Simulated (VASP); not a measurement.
Here is the system:

```xyz
4
Lattice="3.1216 0.0000 0.0000 -1.5608 2.7033 0.0000 0.0000 0.0000 6.0400" Properties=species:S:1:pos:R:3 pbc="T T T"
V     -1.5608     2.7033     0.0000
V     -1.5608     2.7033     3.0200
S      0.0000     1.8022     1.5100
S      1.5608     0.9011     4.5300
```

These are PBEsol GGA, VASP's PBE PAW potentials (set 64) (plane waves; VASP) values and carry that method's errors. Run with 400 eV cut-off, 13×13×6 Γ-centred mesh, tetrahedra with Blöchl corrections, potentials V_sv S.

### Question
Estimate the energy per atom (σ→0), band gap (on the k-mesh) with the smallest direct gap where there is one.

### Answer

```
Quantity                                                    Result
------------------------  ----------------------------------------
band gap (on the k-mesh)  none (metal, semimetal or under 0.01 eV)
energy per atom (σ→0)                               -8.042 eV/atom
```

The structure was generated: VS was put into the NiAs type type (P6_3/mmc), which need not be its known phase. It was relaxed first, which changed the volume by -39 %. The run is not spin-polarised, so no magnetic state was tried.
